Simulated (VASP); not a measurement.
# LiBe (P1) in VASP: a series of runs, part 2 of 2

VASP 6.6.1. Earlier steps stand in the parts before.

### 3 Relaxation of the atoms, PBEsol (all atoms moved at random, sigma 0.05 Å a component)

Input file INCAR:

```
SYSTEM = LiBe
  PREC = Accurate
  ENCUT = 520
  EDIFF = 1E-7
  ISMEAR = 1
  SIGMA = 0.2
  LREAL = .False.
  LASPH = .True.
  NELM = 80
  ALGO = Normal
  ISIF = 2
  LWAVE = .False.
  LCHARG = .False.
  GGA = PS
  IBRION = 2
  NSW = 60
  EDIFFG = -0.01
```

Input file KPOINTS:

```
regular mesh
0
Gamma
  8 8 8
  0 0 0
```

Input file POSCAR:

```
LiBe
1.0
   -2.8111530000      0.0000000000     -2.8111530000
    0.0000000000     -2.8111530000     -2.8111530000
   -2.8111530000     -2.8111530000      0.0000000000
Li Be
2 2
Direct
    0.4893451600      0.5241696000      0.4899630700
    0.0038243500      0.0036445700      0.0063338600
    0.2540265700      0.2372696100      0.2583183600
    0.7528039200      0.7349162200      0.7453847100
```

Potentials or basis: VASP PAW PBE potentials, release 64 (Li_sv, Be).

Launch:

```
> cat potpaw_PBE.64/Li_sv/POTCAR potpaw_PBE.64/Be/POTCAR > POTCAR
> mpirun -np 1 vasp_std > vasp.out
```

OUTCAR:

```text
SYSTEM = LiBe
   PREC = Accurate
   ENCUT = 520
   EDIFF = 1E-7
   ISMEAR = 1
   LREAL = .False.
   LASPH = .True.
   NELM = 80
   ISIF = 2
   GGA = PS
   IBRION = 2
   NSW = 60
   EDIFFG = -0.01

 ion  position               nearest neighbor table
   1  0.489  0.524  0.490-   3 2.31   4 2.37   4 2.39   4 2.42   3 2.45   3 2.48
   2  0.004  0.004  0.006-   4 2.38   3 2.39   4 2.40   3 2.43   4 2.43   3 2.43   3 2.49
   3  0.254  0.237  0.258-   1 2.31   2 2.39   2 2.43   2 2.43   1 2.45   1 2.48   2 2.49
   4  0.753  0.735  0.745-   1 2.37   2 2.38   1 2.39   2 2.40   1 2.42   2 2.43

  LATTYP: Found a face centered cubic cell.
 ALAT       =     5.6223060000

  Lattice vectors:

 A1 = (  -2.8111530000,   0.0000000000,  -2.8111530000)
 A2 = (   0.0000000000,  -2.8111530000,  -2.8111530000)
 A3 = (  -2.8111530000,  -2.8111530000,   0.0000000000)

Analysis of symmetry for initial positions (statically):
=====================================================================
 Subroutine PRICEL returns:
 Original cell was already a primitive cell.

 Routine SETGRP: Setting up the symmetry group for a
 face centered cubic supercell.

 Subroutine GETGRP returns: Found  1 space group operations
 (whereof  1 operations were pure point group operations)
 out of a pool of 48 trial point group operations.

The static configuration has the point symmetry C_1 .

Analysis of symmetry for dynamics (positions and initial velocities):
=====================================================================
 Subroutine PRICEL returns:
 Original cell was already a primitive cell.

 Routine SETGRP: Setting up the symmetry group for a
 face centered cubic supercell.

 Subroutine GETGRP returns: Found  1 space group operations
 (whereof  1 operations were pure point group operations)
 out of a pool of 48 trial point group operations.

The dynamic configuration has the point symmetry C_1 .

 Subroutine INISYM returns: Found  1 space group operations
 (whereof  1 operations are pure point group operations),
 and found     1 'primitive' translations

----------------------------------------------------------------------------------------

                                     Primitive cell

  volume of cell :      44.4307

  direct lattice vectors                    reciprocal lattice vectors
    -2.811153000  0.000000000 -2.811153000    -0.177862962  0.177862962 -0.177862962
     0.000000000 -2.811153000 -2.811153000     0.177862962 -0.177862962 -0.177862962
    -2.811153000 -2.811153000  0.000000000    -0.177862962 -0.177862962  0.177862962

  length of vectors
     3.975570699  3.975570699  3.975570699     0.308067687  0.308067687  0.308067687

  position of ions in fractional coordinates (direct lattice)
     0.489345160  0.524169600  0.489963070
     0.003824350  0.003644570  0.006333860
     0.254026570  0.237269610  0.258318360
     0.752803920  0.734916220  0.745384710

  ion indices of the primitive-cell ions
   primitive index   ion index
                 1           1
                 2           2
                 3           3
                 4           4

----------------------------------------------------------------------------------------

 KPOINTS: regular mesh

Automatic generation of k-mesh.
 Grid dimensions read from file:
 generate k-points for:    8    8    8

 Generating k-lattice:

  Cartesian coordinates                     Fractional coordinates (reciprocal lattice)
[... 56 lines left out ...]
   LSORBIT =      F    spin-orbit coupling
   LASPH  =      T    aspherical Exc in radial PAW
   ENCUT  =  520.0 eV  38.22 Ry    6.18 a.u.   7.39  7.39  7.39*2*pi/ulx,y,z
   NELM   =     80;   NELMIN=  2; NELMDL= -5     # of ELM steps
   EDIFF  = 0.1E-06   stopping-criterion for ELM
   LREAL  =      F    real-space projection
   EDIFFG = -.1E-01   stopping-criterion for IOM
   NSW    =     60    number of steps for IOM
   IBRION =      2    ionic relax: 0-MD 1-quasi-New 2-CG
   NFREE  =      1    steps in history (QN), initial steepest desc. (CG)
   ISIF   =      2    stress and relaxation
   ISYM   =      2    0-nonsym 1-usesym 2-fastsym
   POTIM  = 0.5000    time-step for ionic-motion
   TEBEG  =    0.0;   TEEND  =   0.0 temperature during run
   PSTRESS=    0.0 pullay stress
   NELECT =      10.0000    total number of electrons
   NUPDOWN=      -1.0000    fix difference up-down
   EMIN   =  10.00;   EMAX   =-10.00  energy-range for DOS
   EFERMI =   0.00;   METHOD = LEGACY
   ISMEAR =     1;   SIGMA  =   0.20  broadening in eV -4-tet -1-fermi 0-gaus
   EFERMI_NEDOS =   21; number of points for ismear=-14 and -15
   IALGO  =     38    algorithm
   IMIX   =      4    mixing-type and parameters
     AMIX     =   0.40;   BMIX     =  1.00
     AMIX_MAG =   1.60;   BMIX_MAG =  1.00
  volume/ion in A,a.u.               =      11.11        74.96
  Fermi-wavevector in a.u.,A,eV,Ry     =   0.995819  1.881825 13.492288  0.991655
  Thomas-Fermi vector in A             =   2.127865
   LORBIT       =      0    0 simple, 1 ext, 2 COOP (PROOUT), +10 PAW based schemes
   GGA     = PS    functional components
   LHFCALC =     F    Hartree Fock is set to
   AEXX    =    0.0000 exact exchange contribution
   IVDW    =     0    specifies the selected vdW correction
   LEPSILON=     F    determine dielectric tensor
   LRPA    =     F    only Hartree local field effects (RPA)
 conjugate gradient relaxation of ions
 non-spin polarized calculation
 Methfessel and Paxton  Order N= 1 SIGMA  =   0.20
  energy-cutoff  :      520.00
  volume of cell :       44.43
 maximum number of plane-waves:      1243
 NGX is ok and might be reduce to    30
   NGX = 15   NGY = 15   NGZ = 15

--------------------------------------- Ionic step        1  -------------------------------------------

 number of electron      10.0000000 magnetization

 number of electron       9.9999998 magnetization

 Free energy of the ion-electron system (eV)
  ---------------------------------------------------
  ext. energy  EPLUGINS =         0.00000000
  ---------------------------------------------------
  free energy    TOTEN  =       -10.40359340 eV

  energy without entropy =      -10.40942515  energy(sigma->0) =      -10.40553732

------------------------ aborting loop because EDIFF is reached ----------------------------------------

  FORCE on cell =-STRESS in cart. coord.  units (eV):
  Direction    XX          YY          ZZ          XY          YZ          ZX
  --------------------------------------------------------------------------------------
  -------------------------------------------------------------------------------------
  Total       -0.0179278     -0.0672285     -0.0499568     -0.0290575      0.0625868     -0.0294900
  in kB       -0.6464792     -2.4242677     -1.8014473     -1.0478185      2.2568882     -1.0634131
  external PRESSURE =      -1.6240647 kB  Pullay stress =       0.0000000 kB
[... 291 lines left out ...]
--------------------------------------- Ionic step        9  -------------------------------------------

 number of electron      10.0000013 magnetization

 Free energy of the ion-electron system (eV)
  ---------------------------------------------------
  ext. energy  EPLUGINS =         0.00000000
  ---------------------------------------------------
  free energy    TOTEN  =       -10.45744626 eV

  energy without entropy =      -10.46297247  energy(sigma->0) =      -10.45928833

 E-fermi :   2.7977     XC(G=0):  -9.1533

 val. band max:        2.6616294669   @ k =   0.5000  -0.1250   0.1250
 cond. band min:       2.9090381252   @ k =   0.2500   0.0000   0.2500
 fundamental gap:      0.2474086583
 Fermi energy:         2.7976846237

 k-point     1 :       0.0000    0.0000    0.0000
  band No.  band energies     occupation
      1     -41.1330      2.00000
      2     -41.0746      2.00000
      3      -3.5971      2.00000
      4       5.3038     -0.00000
      5       5.3038     -0.00000
      6       5.3038     -0.00000
      7       7.8522      0.00000
      8       7.8522      0.00000
      9       7.8522      0.00000
[... 265 lines left out ...]
 k-point    24 :       0.1250    0.1250   -0.1250
  band No.  band energies     occupation
      1     -41.1248      2.00000
      2     -41.0814      2.00000
      3      -3.0466      2.00000
      4       2.6392      1.97622
      5       3.6551     -0.00000
      6       5.3574     -0.00000
      7       5.7433     -0.00000
      8       8.5653      0.00000
      9       8.8206      0.00000

 [... further k-points ...]

------------------------ aborting loop because EDIFF is reached ----------------------------------------

  FORCE on cell =-STRESS in cart. coord.  units (eV):
  Direction    XX          YY          ZZ          XY          YZ          ZX
  --------------------------------------------------------------------------------------
  -------------------------------------------------------------------------------------
  Total       -0.1274355     -0.1274362     -0.1274358      0.0000419      0.0000435      0.0000420
  in kB       -4.5953399     -4.5953638     -4.5953485      0.0015117      0.0015686      0.0015140
  external PRESSURE =      -4.5953507 kB  Pullay stress =       0.0000000 kB
[... 19 lines left out ...]
  FREE ENERGIE OF THE ION-ELECTRON SYSTEM (eV)
  ---------------------------------------------------
  free  energy   TOTEN  =       -10.4574462555 eV

  energy  without entropy=      -10.4629724734  energy(sigma->0) =      -10.45928833

 reached required accuracy - stopping structural energy minimisation
```

Run time: 3.7 min. Hardware: 1 thread of Intel Xeon 6975P-C (Granite Rapids), shared host; peak memory 0.25 GiB.

What came out:

- Free energy: -10.4574 eV
- Energy gained by relaxing: 13.5 meV/atom
- Ionic steps: 9
- Band gap on the k mesh: none (metal or under the smearing width)

Forces on the atoms (eV/Å):
```
Li  -0.001  0.000  0.000
Li   0.002 -0.001 -0.001
Be   0.000  0.001  0.001
Be  -0.001  0.000  0.000
```

The path:
| step | energy change (eV) | largest force (eV/Å) | pressure (GPa) |
| --- | --- | --- | --- |
| 1 | 0.0000 | 0.6197 | -0.16 |
| 2 | -0.0333 | 0.3767 | -0.34 |
| 3 | -0.0514 | 0.0898 | -0.43 |
| 4 | -0.0514 | 0.0912 | -0.43 |
| 5 | -0.0525 | 0.0627 | -0.44 |
| 6 | -0.0534 | 0.0319 | -0.45 |
| 7 | -0.0536 | 0.0247 | -0.46 |
| 8 | -0.0538 | 0.0114 | -0.46 |
| 9 | -0.0539 | 0.0026 | -0.46 |

Final structure:
```
Li Be
1.0
    -2.81115    0.00000   -2.81115
     0.00000   -2.81115   -2.81115
    -2.81115   -2.81115    0.00000
Li Be
2 2
Cartesian
  -2.8109 -2.8111 -2.8111
  -0.0003 -2.8110 -2.8110
  -1.4056 -1.4058 -1.4057
  -4.2166 -4.2166 -4.2167
```

Caveat: the cutoff is under 1.25 times the usual one of these potentials, so pressure, stress and relaxed cells hold a basis-set (Pulay) error; the PAW data sets were made with another functional, which shifts forces and pressure a little.

### 4 Electrostatic potential, RPBE+D3 (all atoms moved at random, sigma 0.05 Å a component)

Input file INCAR:

```
ALGO = Normal
EDIFF = 1E-6
ENCUT = 550
GGA = RP
ISIF = 2
ISMEAR = -1
IVDW = 11
LASPH = T
LCHARG = T
LREAL = F
LVHAR = T
LWAVE = F
NELM = 60
PREC = Accurate
SIGMA = 0.1
```

Input file KPOINTS:

```
k-points
0
Gamma
  8 8 8
```

Input file POSCAR:

```
LiBe
3.9756
   -0.707101569574      0.000000000000     -0.707101569574
    0.000000000000     -0.707101569574     -0.707101569574
   -0.707101569574     -0.707101569574      0.000000000000
Li Be
2 2
Direct
    0.4893451600      0.5241696000      0.4899630700
    0.0038243500      0.0036445700      0.0063338600
    0.2540265700      0.2372696100      0.2583183600
    0.7528039200      0.7349162200      0.7453847100
```

Potentials or basis: VASP PAW PBE potentials, release 64 (Li_GW, Be_GW).

Launch:

```
> cat potpaw_PBE.64/Li_GW/POTCAR potpaw_PBE.64/Be_GW/POTCAR > POTCAR
> mpirun -np 1 vasp_std > vasp.out
```

Run time: 45 s. Hardware: 1 thread of Intel Xeon 6975P-C (Granite Rapids), shared host; peak memory 0.28 GiB.

Results (log left out):

| Item | Value |
| --- | --- |
| Free energy | -10.2349 eV |
| Pressure | -0.6 GPa |
| Largest force | 0.577 eV/Å |
| Band gap on the k mesh | none (metal or under the smearing width) |
| Dispersion energy per atom | -0.309 eV |

Forces in eV/Å, atoms in the order of the input:
```
Li  -0.367  0.330  0.300
Li   0.121  0.238  0.182
Be   0.174 -0.266 -0.260
Be   0.071 -0.302 -0.222
```

Stress tensor (GPa, compression positive):
```
-0.50 -0.10 -0.11
-0.10 -0.68  0.24
-0.11  0.24 -0.62
```

Levels at points of the mesh, in eV from the Fermi level:
```csv
k point,band 1,band 2,band 3,band 4,band 5,band 6,band 7
"(0.00, 0.00, 0.00)",-6.56,2.36,2.39,2.40,5.04,5.05,5.11
"(0.50, 0.00, 0.00)",-4.10,-4.06,2.08,2.20,2.37,2.50,6.84
"(0.00, 0.50, 0.00)",-4.12,-4.05,2.12,2.16,2.41,2.45,6.85
"(0.00, 0.00, 0.50)",-4.13,-4.04,2.10,2.27,2.30,2.48,6.83
"(0.50, 0.50, 0.50)",-4.13,-4.03,2.14,2.23,2.34,2.44,6.83
"(0.50, 0.50, 0.00)",-3.84,-2.29,-1.06,-1.06,1.29,5.99,9.05
"(0.00, 0.50, 0.50)",-3.84,-2.30,-1.07,-1.06,1.29,6.00,9.03
"(0.50, 0.00, 0.50)",-3.84,-2.30,-1.07,-1.06,1.29,6.00,9.04
```

Caveat: the PAW data sets were made with another functional, which shifts forces and pressure a little; pairwise dispersion overbinds metals, which lowers pressure and volume.

### 5 Summary

```csv
task,level,potentials or basis,cell,cutoff (eV),smearing,gap on the mesh (eV),pressure (GPa)
relaxation of cell and atoms,PBE,"VASP PAW PBE potentials, release 64 (Li_sv, Be)","relaxed from: all atoms moved at random, sigma 0.05 Å a component",600,methfessel-paxton 0.2 eV,none,-0.1
relaxation of the atoms,PBEsol,"VASP PAW PBE potentials, release 64 (Li_sv, Be)","atoms relaxed from: all atoms moved at random, sigma 0.05 Å a component",520,methfessel-paxton 0.2 eV,none,-
electrostatic potential,RPBE+D3,"VASP PAW PBE potentials, release 64 (Li_GW, Be_GW)","all atoms moved at random, sigma 0.05 Å a component",550,fermi-dirac 0.1 eV,none,-0.6
```

Alike in all rows: no spin polarisation; k mesh 8 × 8 × 8.

Caveats: the cutoff is under 1.25 times the usual one of these potentials, so pressure, stress and relaxed cells hold a basis-set (Pulay) error (some runs); the PAW data sets were made with another functional, which shifts forces and pressure a little (some runs); pairwise dispersion overbinds metals, which lowers pressure and volume (some runs).

Total energies depend on the potentials used, so only differences within one code and one set of settings carry meaning.
